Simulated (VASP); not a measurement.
Given:

```
CsI
1.0
    4.52992     0.00000     0.00000
    0.00000     4.52992     0.00000
    0.00000     0.00000     4.52992
Cs I
1 1
Direct
  0.00000   0.00000   0.00000
  0.50000   0.50000   0.50000
```

Method: optB86b-vdW, VASP's PBE PAW potentials (set 64) (plane waves; VASP). Settings: 520 eV cut-off, Gaussian smearing of 0.050 eV, potentials Cs_sv I.

Unless said otherwise, spin-orbit coupling is left out, though it shifts the bands of the heavy elements here.

**Question.** Estimate the band gap (along the path) with the smallest direct gap where there is one.

**Answer.** 
| Quantity | Result |
|---|---|
| band gap (along the path) | 3.92 eV |
| smallest direct gap (along the path) | 4.00 eV |

The absolute energy has meaning only against runs of the same code, potentials and settings.

The compound is CsI in the CsCl type structure. It was relaxed first.
